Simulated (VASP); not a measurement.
VASP input:

INCAR:
```
# general
SYSTEM  =  MgS
PREC    =  Accurate
ENCUT   =  400   # plane-wave cut-off (eV)
LREAL   =  .False.   # projection in real space or not
LASPH   =  .True.   # aspherical one-centre terms

# electronic loop
EDIFF   =  1E-6   # SCF stop (eV)
NELM    =  100
ALGO    =  Normal   # blocked Davidson
IMIX    =  4
AMIX    =  1.0
BMIX    =  1.0

# smearing
ISMEAR  =  0
SIGMA   =  0.05

# functional
GGA     =  PE

# ions
ISIF    =  2

# output
LWAVE   =  .False.
LCHARG  =  .False.
```

**POSCAR**
```
MgS
1
    0.0000000000     2.6568070000     2.5703360000
    2.5496310000     0.0000000000     2.5703360000
    2.5496310000     2.6568070000     0.0000000000
Mg S
1 1
Direct
  0.0000000000   0.0000000000   0.0000000000
  0.4942240000   0.5057760000   0.5057760000
```

### KPOINTS
```
Automatic mesh
0
Gamma
8 8 8
0 0 0
```

POTCAR, in this order: Mg S (PBE.64 set). Program: vasp_std.

Problem. Translate this PBE calculation to Quantum ESPRESSO's pw.x.

Solution. One equivalent input (not run):
```
&CONTROL
  calculation = 'scf'
  pseudo_dir = './pseudo'
  outdir = './out'
  tprnfor = .true.
  tstress = .true.
/
&SYSTEM
  ibrav = 0
  nat = 2
  ntyp = 2
  ecutwfc = 84
  occupations = 'smearing'
  smearing = 'gaussian'
  degauss = 0.003675
  input_dft = 'pbe'
/
&ELECTRONS
  conv_thr = 7.3e-08
  electron_maxstep = 100
/
ATOMIC_SPECIES
  Mg 24.305 Mg.upf
  S 32.060 S.upf
CELL_PARAMETERS angstrom
     0.0000000    2.6568070    2.5703360
     2.5496310    0.0000000    2.5703360
     2.5496310    2.6568070    0.0000000
ATOMIC_POSITIONS crystal
  Mg   0.0000000  0.0000000  0.0000000
  S    0.4942240  0.5057760  0.5057760
K_POINTS automatic
  8 8 8 0 0 0
```
Limits of the translation: the potentials are each code's own (VASP's PAW set, PseudoDojo norm-conserving files in pw.x), so ENCUT and ecutwfc are chosen apart and not converted; conv_thr bounds pw.x's estimated SCF error, while EDIFF bounds the energy change between steps.

The compound is MgS in the rock salt structure. The cell was not relaxed at this level, atoms are displaced from their ideal sites. The run is one of a series of settings (AMIX = 1.0, BMIX = 1.0, IMIX = 4 against the base run), some of them coarse on purpose.
